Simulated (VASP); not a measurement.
# NbP: phonons from a supercell, part 2 of 2

Wanted: whether NbP is dynamically stable, and its vibrational spectrum. The start is a computed cell from the Materials Project.

VASP 6.6.1; PBEsol; plane waves and PAW (Nb_pv, P).

So far. Step 2 (Relax the host): The run ended after 8 ionic steps, 0.027 eV below its first step, once forces and stress met EDIFFG = -0.02. The relaxed cell has a = 3.331, c = 11.311 Å (conventional setting).

### Step 3. Tight relaxation

Force constants are second derivatives, so residual forces and stress must first be far smaller than in an ordinary relaxation. Smearing and mesh differ from the relaxation before, which can move the cell too.

INCAR reads:

```
SYSTEM = NbP
PREC = Accurate
ENCUT = 350
EDIFF = 1E-08
NELM = 120
ISMEAR = 1
SIGMA = 0.2
LREAL = .FALSE.
ALGO = Fast
GGA = PS
NBANDS = 22
LASPH = .TRUE.
LORBIT = 11
LWAVE = .FALSE.
LCHARG = .FALSE.
KPAR = 4
IBRION = 1
NSW = 30
ISIF = 3
EDIFFG = -0.002
POTIM = 0.4
```

POSCAR reads:

```
NbP
1.0
   -1.6656164222      1.6656164222      5.6553466018
    1.6656164222     -1.6656164222      5.6553466018
    1.6656164222      1.6656164222     -5.6553466018
Nb P
2 2
Direct
    0.2502592912      0.7502592912      0.5000000000
    0.5002592912      0.5002592912      0.0000000000
    0.8323692788      0.3323692788      0.5000000000
    0.0823692788      0.0823692788      0.0000000000
```

KPOINTS reads:

```
Automatic mesh
0
Gamma
14 14 14
0 0 0
```

Potentials, in the order of the species: Nb_pv and P (PBE family, release 64).

Run with:

```
$ mpirun -np 4 vasp_std
```

Output:

```text
[banner, memory and clock lines left out]
running    4 mpi-ranks, on    1 nodes
 distrk:  each k-point on    1 cores,    4 groups
 distr:  one band on    1 cores,    1 groups

 POSCAR found type information on POSCAR NbP
 POSCAR found :  2 types and       4 ions
 [... a notice as in an earlier step ...]

 LDA part: xc-table for (Slater+PW92), standard interpolation
 POSCAR, INCAR and KPOINTS ok, starting setup
 FFT: planning ... GRIDC
 FFT: planning ... GRID_SOFT
 FFT: planning ... GRID
 WAVECAR not read
 entering main loop
       N       E                     dE             d eps       ncg     rms          rms(c)
DAV:   1     0.245856059903E+03    0.24586E+03   -0.12363E+04 10992   0.112E+03
DAV:   2    -0.220138913896E+02   -0.26787E+03   -0.25657E+03 12402   0.493E+02
DAV:   3    -0.394003802130E+02   -0.17386E+02   -0.16326E+02 17354   0.102E+02
DAV:   4    -0.398728206898E+02   -0.47244E+00   -0.46799E+00 16012   0.169E+01
DAV:   5    -0.398832528054E+02   -0.10432E-01   -0.10415E-01 16282   0.268E+00    0.338E+01
RMM:   6    -0.374718437701E+02    0.24114E+01   -0.76987E+00 12960   0.210E+01    0.106E+01
RMM:   7    -0.375413165506E+02   -0.69473E-01   -0.26817E+00 13857   0.854E+00    0.454E+00
RMM:   8    -0.374767126010E+02    0.64604E-01   -0.18632E-01 14026   0.342E+00    0.368E+00
RMM:   9    -0.374671022400E+02    0.96104E-02   -0.55839E-02 14219   0.125E+00    0.260E-01
RMM:  10    -0.374678101031E+02   -0.70786E-03   -0.91053E-03 13865   0.575E-01    0.375E-01
RMM:  11    -0.374678693777E+02   -0.59275E-04   -0.22224E-03 14192   0.258E-01    0.272E-01
RMM:  12    -0.374676749143E+02    0.19446E-03   -0.25819E-03 12976   0.285E-01    0.884E-02
RMM:  13    -0.374676542725E+02    0.20642E-04   -0.28778E-04 13749   0.127E-01    0.339E-02
RMM:  14    -0.374676659401E+02   -0.11668E-04   -0.10631E-04 14219   0.473E-02    0.348E-02
RMM:  15    -0.374676636304E+02    0.23098E-05   -0.29928E-05 14639   0.260E-02    0.209E-02
RMM:  16    -0.374676634605E+02    0.16983E-06   -0.17674E-05 14364   0.148E-02    0.741E-03
RMM:  17    -0.374676640088E+02   -0.54822E-06   -0.71061E-06 13887   0.923E-03    0.453E-03
RMM:  18    -0.374676643399E+02   -0.33119E-06   -0.37043E-06 13258   0.605E-03    0.972E-04
RMM:  19    -0.374676644796E+02   -0.13970E-06   -0.13811E-06 11113   0.333E-03    0.804E-04
RMM:  20    -0.374676645263E+02   -0.46626E-07   -0.61050E-07  9485   0.292E-03    0.818E-04
RMM:  21    -0.374676645562E+02   -0.29900E-07   -0.27520E-07  8647   0.146E-03    0.303E-04
RMM:  22    -0.374676645643E+02   -0.81618E-08   -0.13519E-07  8189   0.105E-03    0.321E-04
RMM:  23    -0.374676645673E+02   -0.30232E-08   -0.59402E-08  7589   0.754E-04
   1 F= -.37467665E+02 E0= -.37468586E+02  d E =-.374677E+02
 BRION: g(F)=  0.178E-04 g(S)=  0.198E-03
 bond charge predicted
       N       E                     dE             d eps       ncg     rms          rms(c)
DAV:   1    -0.374684657870E+02   -0.80122E-03   -0.24141E-02 12620   0.156E+00    0.373E-01
RMM:   2    -0.374677527361E+02    0.71305E-03   -0.17358E-03 12575   0.428E-01    0.105E-01
RMM:   3    -0.374676475318E+02    0.10520E-03   -0.93901E-04 12931   0.250E-01    0.413E-02
RMM:   4    -0.374676404126E+02    0.71192E-05   -0.14684E-04 14485   0.104E-01    0.270E-02
RMM:   5    -0.374676406259E+02   -0.21327E-06   -0.37989E-05 12538   0.597E-02    0.166E-02
RMM:   6    -0.374676415759E+02   -0.95000E-06   -0.90282E-06 15222   0.191E-02    0.151E-02
RMM:   7    -0.374676417827E+02   -0.20689E-06   -0.15136E-06 14570   0.761E-03    0.182E-02
RMM:   8    -0.374676428158E+02   -0.10331E-05   -0.39096E-06 12489   0.180E-02    0.224E-03
RMM:   9    -0.374676428731E+02   -0.57237E-07   -0.38347E-07 13005   0.723E-03    0.290E-03
RMM:  10    -0.374676429090E+02   -0.35936E-07   -0.16323E-07 12242   0.322E-03    0.249E-03
RMM:  11    -0.374676428657E+02    0.43334E-07   -0.31248E-08  7995   0.208E-03    0.244E-03
RMM:  12    -0.374676428639E+02    0.17353E-08   -0.11905E-08  6963   0.143E-03
   2 F= -.37467643E+02 E0= -.37468562E+02  d E =0.217034E-04
[...]
3 F= -.37467719E+02 E0= -.37468642E+02  d E =-.756518E-04
[...]
4 F= -.37467719E+02 E0= -.37468644E+02  d E =-.595343E-06
 BRION: g(F)=  0.120E-06 g(S)=  0.263E-05 retain N=  2 mean eig= 1.71
 eig:   0.471  2.953
 bond charge predicted
       N       E                     dE             d eps       ncg     rms          rms(c)
DAV:   1    -0.374677221629E+02   -0.30594E-05   -0.93107E-05 13086   0.100E-01    0.221E-02
RMM:   2    -0.374677202697E+02    0.18932E-05   -0.84331E-06 12411   0.316E-02    0.481E-03
RMM:   3    -0.374677200026E+02    0.26711E-06   -0.35310E-06 13477   0.166E-02    0.229E-03
RMM:   4    -0.374677198703E+02    0.13232E-06   -0.89776E-07 13523   0.702E-03    0.644E-04
RMM:   5    -0.374677197961E+02    0.74151E-07   -0.16560E-07 12018   0.409E-03    0.647E-04
RMM:   6    -0.374677197376E+02    0.58488E-07   -0.21451E-08  7395   0.197E-03    0.552E-04
RMM:   7    -0.374677197085E+02    0.29188E-07   -0.66931E-09  6779   0.107E-03    0.259E-04
RMM:   8    -0.374677197017E+02    0.67180E-08   -0.28453E-09  6761   0.838E-04
   5 F= -.37467720E+02 E0= -.37468646E+02  d E =-.590658E-06
 BRION: g(F)=  0.421E-10 g(S)=  0.922E-08 retain N=  2 mean eig= 0.99
 eig:   1.643  0.337
 reached required accuracy - stopping structural energy minimisation
```

Elapsed: 4.9 min, on 4 MPI ranks of Intel Xeon 6975P-C (Granite Rapids), shared host; peak memory 1.4 GiB.

Parts of OUTCAR (step 3):

```text
  LATTYP: Found a body centered tetragonal cell.
 ALAT       =     3.3312328444
 C/A-ratio  =     3.3953475281

 Found    244 irreducible k-points:

   k-points           NKPTS =    244   k-points in BZ     NKDIM =    244   number of bands    NBANDS=     22

   ENCUT  =  350.0 eV  25.72 Ry    5.07 a.u.   9.35  9.35  9.35*2*pi/ulx,y,z

   NELECT =      32.0000    total number of electrons

 E-fermi :   7.2477

 k-point     1 :       0.0000    0.0000    0.0000
  band No.  band energies     occupation
    ...
     12       4.9722      2.00000
     13       5.0192      2.00000
     14       5.4892      2.00000
     15       5.8808      2.00000
     16       5.8808      2.00000
     17       8.0339     -0.00000
     18       8.8638     -0.00000
     19      10.0452     -0.00000
     20      10.4910     -0.00000
     21      10.4910     -0.00000
    ...

 k-point     2 :       0.0714    0.0000   -0.0000
  band No.  band energies     occupation
    ...
     12       4.9129      2.00000
     13       5.0906      2.00000
     14       5.4096      2.00000
     15       5.8565      2.00000
     16       5.9477      2.00000
     17       7.9361     -0.00001
     18       8.7129     -0.00000
     19       9.9154     -0.00000
     20      10.3705     -0.00000
     21      10.6731     -0.00000
    ...

  Total       -0.0003291     -0.0003291      0.0008598      0.0000000      0.0000000      0.0000000
  in kB       -0.0084092     -0.0084092      0.0219714      0.0000000      0.0000000      0.0000000
  external PRESSURE =       0.0017177 kB  Pullay stress =       0.0000000 kB

  energy-cutoff  :      350.00
  volume of cell :       62.70
      direct lattice vectors                 reciprocal lattice vectors
    -1.664891274  1.664891274  5.654765684     0.000000000  0.300319912  0.088420994
     1.664891274 -1.664891274  5.654765684     0.300319912  0.000000000  0.088420994
     1.664891274  1.664891274 -5.654765684     0.300319912  0.300319912  0.000000000

 POSITION                                       TOTAL-FORCE (eV/Angst)
 -----------------------------------------------------------------------------------
      1.66489      0.00000      2.82980         0.000000      0.000000      0.000017
     -0.00000     -0.00000      5.65718        -0.000000     -0.000000      0.000017
     -0.00000      1.66489      3.75946         0.000000     -0.000000     -0.000017
      0.00000      0.00000      0.93208        -0.000000     -0.000000     -0.000017
 -----------------------------------------------------------------------------------
    total drift:                               -0.000000     -0.000000      0.000045

  FREE ENERGIE OF THE ION-ELECTRON SYSTEM (eV)
  ---------------------------------------------------
  free  energy   TOTEN  =       -37.4677197017 eV

  energy  without entropy=      -37.4704995974  energy(sigma->0) =      -37.46864633

 total charge
# of ion       s       p       d       tot
------------------------------------------
    1        0.334   6.389   3.131   9.854
    2        0.334   6.389   3.131   9.854
    3        1.019   1.528   0.000   2.547
    4        1.019   1.528   0.000   2.547
--------------------------------------------------
tot          2.706  15.834   6.261  24.801

[... 4 parts as in an earlier step ...]

[... 7 further parts left out ...]
```

Little changed from the start: no atom moved by 0.005 Å and no cell edge by 0.1 %.

Numbers from this step:

```yaml
electronic_cycles: 62
free_energy_toten: -37.47 eV
energy_at_zero_smearing: -37.47 eV
fermi_energy: 7.248 eV
pressure: 1.72e-4 GPa
labelled_metallic_from_the_levels_on_this_mesh: yes
```

The run ended after 5 ionic steps, 0.000 eV below its first step, once forces and stress met EDIFFG = -0.002.

### Step 4. Force constants in the supercell

System of this step: NbP. The cell holds 48 atoms: 24 Nb and 24 P. Its edges and angles: a = 12.251 Å, b = 12.251 Å, c = 18.376 Å, α = 148.5°, β = 148.5°, γ = 45.2°. It derives from NbP.

Each independent atom is moved by 0.015 Å both ways; the forces give the force constants out to half the supercell.

INCAR reads:

```
SYSTEM = NbP
PREC = Accurate
ENCUT = 350
EDIFF = 1E-07
NELM = 120
ISMEAR = 1
SIGMA = 0.2
LREAL = Auto
ALGO = Fast
GGA = PS
NBANDS = 228
LASPH = .TRUE.
LWAVE = .FALSE.
LCHARG = .FALSE.
KPAR = 4
IBRION = 6
NSW = 1
NFREE = 2
POTIM = 0.015
ISIF = 0
ADDGRID = .TRUE.
```

POSCAR reads:

```
NbP
1.0
   -3.3297825472      3.3297825472     11.3095313672
    3.3297825472     -3.3297825472     11.3095313672
    4.9946738208      4.9946738208    -16.9642970508
Nb P
24 24
Direct
    0.1251067594      0.3751067595      0.1666666667
    0.1251067595      0.3751067595      0.5000000000
    0.1251067594      0.3751067595      0.8333333333
    0.1251067595      0.8751067594      0.1666666667
    0.1251067595      0.8751067594      0.5000000000
    0.1251067595      0.8751067595      0.8333333333
    0.6251067595      0.3751067595      0.1666666667
    0.6251067595      0.3751067595      0.5000000000
    0.6251067595      0.3751067595      0.8333333333
    0.6251067595      0.8751067594      0.1666666667
    0.6251067594      0.8751067594      0.5000000000
    0.6251067595      0.8751067595      0.8333333333
    0.2501067595      0.2501067594      0.0000000000
    0.2501067595      0.2501067595      0.3333333333
    0.2501067594      0.2501067595      0.6666666667
    0.2501067595      0.7501067595      0.0000000000
    0.2501067594      0.7501067595      0.3333333333
    0.2501067595      0.7501067595      0.6666666667
    0.7501067595      0.2501067595      0.0000000000
    0.7501067594      0.2501067595      0.3333333333
    0.7501067595      0.2501067595      0.6666666667
    0.7501067594      0.7501067594      0.0000000000
    0.7501067595      0.7501067594      0.3333333333
    0.7501067594      0.7501067595      0.6666666667
    0.4162075255      0.1662075256      0.1666666667
    0.4162075255      0.1662075256      0.5000000000
    0.4162075256      0.1662075256      0.8333333333
    0.4162075256      0.6662075256      0.1666666667
    0.4162075256      0.6662075256      0.5000000000
    0.4162075255      0.6662075256      0.8333333333
    0.9162075256      0.1662075256      0.1666666667
    0.9162075256      0.1662075256      0.5000000000
    0.9162075256      0.1662075256      0.8333333333
    0.9162075256      0.6662075256      0.1666666667
    0.9162075256      0.6662075256      0.5000000000
    0.9162075256      0.6662075256      0.8333333333
    0.0412075256      0.0412075256      0.0000000000
    0.0412075256      0.0412075256      0.3333333333
    0.0412075256      0.0412075256      0.6666666667
    0.0412075256      0.5412075256      0.0000000000
    0.0412075256      0.5412075256      0.3333333333
    0.0412075256      0.5412075256      0.6666666667
    0.5412075256      0.0412075255      0.0000000000
    0.5412075256      0.0412075256      0.3333333333
    0.5412075256      0.0412075256      0.6666666667
    0.5412075256      0.5412075256      0.0000000000
    0.5412075256      0.5412075256      0.3333333333
    0.5412075256      0.5412075256      0.6666666667
```

KPOINTS reads:

```
Automatic mesh
0
Gamma
5 5 5
0 0 0
```

Run with:

```
$ mpirun -np 4 vasp_std
```

Output:

```text
[banner, memory and clock lines left out]
running    4 mpi-ranks, on    1 nodes
[...]
[... a notice as in an earlier step ...]

 LDA part: xc-table for (Slater+PW92), standard interpolation
 POSCAR, INCAR and KPOINTS ok, starting setup
[...]
entering main loop
       N       E                     dE             d eps       ncg     rms          rms(c)
DAV:   1     0.406303966527E+04    0.40630E+04   -0.14181E+05 17832   0.131E+03
DAV:   2    -0.506244240449E+01   -0.40681E+04   -0.39669E+04 20256   0.715E+02
DAV:   3    -0.440418405845E+03   -0.43536E+03   -0.40939E+03 30152   0.171E+02
DAV:   4    -0.476820830740E+03   -0.36402E+02   -0.34933E+02 29216   0.489E+01
[...]
RMM:  30    -0.449649575566E+03   -0.27951E-06   -0.23283E-06 12381   0.103E-03    0.181E-03
RMM:  31    -0.449649575699E+03   -0.13264E-06   -0.99861E-07 12182   0.112E-03    0.173E-03
RMM:  32    -0.449649575790E+03   -0.91124E-07   -0.47059E-07 12031   0.796E-04
```

Run time: 3.1 h. Hardware: 4 MPI ranks.

The run was stopped at its time limit, so it gives no result of its own.

### Step 5. Summary of results

```yaml
result: none
```

In words: The session ends without its result: «force constants in the supercell» met its time limit.

[Lines on the potential files, build, host, timing and source positions are cut from VASP's logs without a mark.]

[Logs are printed without paths, hosts, clocks, repeated set-up lines and the standing remarks that a program may print on its own settings, such as how far it seeks lower states.]

[Hosts, paths, dates, database ids (printed as entryN), source tags and the programs' standing remarks are cut or masked in the printed files.]

[Runs that stopped without an error message from VASP are left out.]
